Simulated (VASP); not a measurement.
```xyz
2
Lattice="0.0000 3.1183 3.1183 3.1183 0.0000 3.1183 3.1183 3.1183 0.0000" Properties=species:S:1:pos:R:3 pbc="T T T"
Tl     3.1183     3.1183     6.2365
As     1.5591     1.5591     1.5591
```

These are PBEsol GGA, VASP's PBE PAW potentials (set 64) (plane waves; VASP 6.6.1) values and carry that method's errors. Run with 400 eV cut-off, Gaussian smearing of 0.050 eV, potentials Tl_d As.

Unless said otherwise, spin-orbit coupling is left out, though it shifts the bands of the heavy elements here.

Q: Estimate the band gap (along the path) with the smallest direct gap where there is one.

A: 
| Quantity | Value |
|---|---|
| band gap (along the path) | none (metal, semimetal or under 0.01 eV) |

Only differences to runs with the same potentials and settings are physical.

The structure was generated: TlAs was put into the zinc blende type (F-43m), which need not be its known phase. It was relaxed first, which changed the volume by +7 %.
